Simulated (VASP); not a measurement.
Input:

```
CELL_PARAMETERS angstrom
      0.00000     3.36469     3.36469
      3.36469     0.00000     3.36469
      3.36469     3.36469     0.00000
ATOMIC_POSITIONS crystal
  Ba 0.00000 0.00000 0.00000
  B  0.25000 0.25000 0.25000
  B  0.75000 0.75000 0.75000
```

Computed with PBE GGA, VASP's PBE PAW potentials (set 64) (plane waves; VASP). Run with 400 eV cut-off, 5×5×5 Γ-centred mesh, Fermi-Dirac smearing of 0.14 eV, potentials Ba_sv B.

### Question
Give the energies of bands 5 to 11 at the high-symmetry points, in eV from the Fermi level.

### Answer

```json
[
 {"band": "5", "Γ": "-6.62", "X": "-5.08", "U": "-4.90", "L": "-5.61", "W": "-4.60"},
 {"band": "6", "Γ": "-3.45", "X": "-4.15", "U": "-4.36", "L": "-4.06", "W": "-4.60"},
 {"band": "7", "Γ": "-1.20", "X": "-1.93", "U": "-1.40", "L": "-0.50", "W": "-0.97"},
 {"band": "8", "Γ": "-1.20", "X": "0.48", "U": "-0.03", "L": "-0.50", "W": "-0.90"},
 {"band": "9", "Γ": "-1.20", "X": "0.48", "U": "0.47", "L": "1.00", "W": "1.05"},
 {"band": "10", "Γ": "2.51", "X": "1.83", "U": "1.17", "L": "1.14", "W": "1.05"},
 {"band": "11", "Γ": "2.51", "X": "1.83", "U": "2.10", "L": "1.62", "W": "1.95"}
]
```

It has no gap at this level: it comes out as a metal or semimetal.

The structure was generated: BaB2 was put into an ordered model structure, which need not be its known phase. The cell was not relaxed at this level. The k-mesh is coarse (spacing up to 0.32 per Å, 2π included), so the numbers may not be converged in it.
